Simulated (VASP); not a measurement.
The input files of a VASP run:

File KPOINTS:
```
kpoints
0
G
13 13 13
0 0 0
```

**INCAR**
```
SYSTEM = TaC
PREC = Accurate
ENCUT = 530
EDIFF = 1E-6
NELM = 100
ALGO = Normal
LREAL = .FALSE.
LASPH = .TRUE.
ISMEAR = 1
SIGMA = 0.1
GGA = PS
LMAXMIX = 6
LWAVE = .FALSE.
LCHARG = .FALSE.
IBRION = 2
ISIF = 3
NSW = 60
EDIFFG = -0.01
```

**POSCAR**
```
TaC
1
    0.0000000000     2.2300000000     2.2300000000
    2.2300000000     0.0000000000     2.2300000000
    2.2300000000     2.2300000000     0.0000000000
Ta C
1 1
Direct
  0.0000000000   0.0000000000   0.0000000000
  0.5000000000   0.5000000000   0.5000000000
```

POTCAR, in this order: Ta_pv C (PBE.64 set). Program: vasp_std.

Q: Translate this PBEsol calculation to Ansatz.

A: One equivalent input (not run):
Ansatz 0.2 input:
```yaml
crystal:
  lattice:
    - [0.0000000, 2.2300000, 2.2300000]
    - [2.2300000, 0.0000000, 2.2300000]
    - [2.2300000, 2.2300000, 0.0000000]
  atoms:
    - { symbol: Ta, position: [0.0000000, 0.0000000, 0.0000000] }
    - { symbol: C, position: [0.5000000, 0.5000000, 0.5000000] }
kpoints:
  mp_grid: { grid: [13, 13, 13] }
hamiltonian:
  xc: pbesol
  pseudopotentials: { kind: paw }
scf:
  occupations: { method: methfessel_paxton, width: 0.1 }
  max_iter: 100
relax:
  max_steps: 60
  f_tol: 0.01
  cell: {}
output: { forces: true, stress: true, eigenvalues: true }
```
The two are equivalent in intent, not identical: each code has its own PAW files, so the cut-off isn't converted (ENCUT is set for VASP's; basis.ecutwfc is left out, and Ansatz then takes the one that its files recommend); Ansatz stops its SCF on the density residual and VASP on the energy change (EDIFF).

The compound is TaC in the rock salt structure. This run relaxes it. Symmetry was kept, so distortions that lower it aren't found.
